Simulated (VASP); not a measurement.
Sb: band gap by level of theory

Symmetry: P-3m1, No. 164, trigonal system. The conventional cell has a = 4.063 Å, b = 4.063 Å, c = 17.650 Å, α = 90.00°, β = 90.00°, γ = 120.00°. Sb (site symmetry 3m) is surrounded by 3 Sb at 2.87 Å.

| rung | level | program and potentials | cutoff (eV) | k mesh | band gap (eV) | notes |
| --- | --- | --- | --- | --- | --- | --- |
| GGA | PBE | VASP, PBE PAW files Sb, 520 eV | 520 | 12 × 12 × 1 | 1.14 | - |
| meta-GGA | r2SCAN | VASP, PBE PAW files Sb, 520 eV | 520 | 12 × 12 × 1 | 1.39 | potentials made for PBE |
| hybrid | HSE06 | VASP, PBE PAW files Sb, 520 eV | 520 | 6 × 6 × 1 | 1.68 | potentials made for PBE |
| hybrid | PBE0 | VASP, PBE PAW files Sb, 520 eV | 520 | 6 × 6 × 1 | 2.31 | potentials made for PBE |

Task: work function. All rows: no spin polarisation. Gaps are the least found on the k mesh or the band path, and a mesh can miss the band edges. The cell was made for these runs and isn't a measured one. Meshes differ between rows, which moves values too. All levels ran on this one cell, unrelaxed unless noted. Meshes are those of the run's cell of 2 atoms unless a note names another. Runs on faulty files, with rough fits or with known faults for this quantity aren't shown. No row holds spin-orbit coupling.

By rung: GGA 1.14; meta-GGA 1.39; hybrid 1.68 to 2.31 (eV).

The long cell with only two atoms points to a single buckled antimony layer, and all four levels make it a semiconductor, whereas bulk antimony is a semimetal. The contrast fits the loss of interlayer coupling: in the bulk, interactions between layers broaden the 5p-derived bands until valence and conduction states overlap in energy, while in an isolated layer the bonding and antibonding p states stay apart.

The gap widens at every step from PBE through r2SCAN and HSE06 to PBE0. For the two hybrids this is probably because nonlocal exchange pushes filled and empty states apart, most strongly when its long-range part is left unscreened; r2SCAN contains no such exchange, and its smaller rise over PBE probably comes from its dependence on the kinetic energy density. The existence of a gap is thus common to all the levels, but its size is not settled, and the spread between the two hybrids shows how much it depends on the treatment of screening. Nor should any of these values be read as an optical absorption onset, since weak dielectric screening in a single layer binds electron and hole strongly and places the first exciton well below the quasiparticle gap.
